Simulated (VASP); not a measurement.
Cost and result of VASP (PAW) for the bulk modulus of InSb (zinc blende). Static lattice, third-order Birch-Murnaghan fit over five volumes. The cost counts the five points of the equation of state, each on the mesh and cut-off of its row, so the ratios hold those differences too. With PBE it took about 3 core-minutes. Times come from single runs on busy shared machines, so they are rough: good to a factor of about 2.

Unless said otherwise, spin-orbit coupling is left out, though it shifts the bands of the heavy elements here.

Measured: 46.1 GPa at 0 K (as given by Daniel Mejia-Rodriguez et al., Physical Review B (2018), arXiv:1807.09216; 0 K value with the zero-point phonon effect removed).

```csv
level,k-mesh,cut-off (eV),bulk modulus (GPa),error (%),cost over PBE
LDA,10×10×10,520,[?],[?],within a factor of 2
PBEsol,10×10×10,520,42.8,-7.2,within a factor of 2
PBE,10×10×10,520,36.8,-20.3,reference
r2SCAN,10×10×10,520,[?],[?],[?]
```

Problem. What belongs in the gaps?

Solution. 
- LDA, bulk modulus (GPa): 46.6
- LDA, error (%): +1.1
- r2SCAN, bulk modulus (GPa): 43.3
- r2SCAN, error (%): -6.1
- r2SCAN, cost over PBE: about 7 times

Left out are levels that failed, ran on another kind of processor or have no fit band path; at most nine are shown.

The compound is InSb in the zinc blende structure.
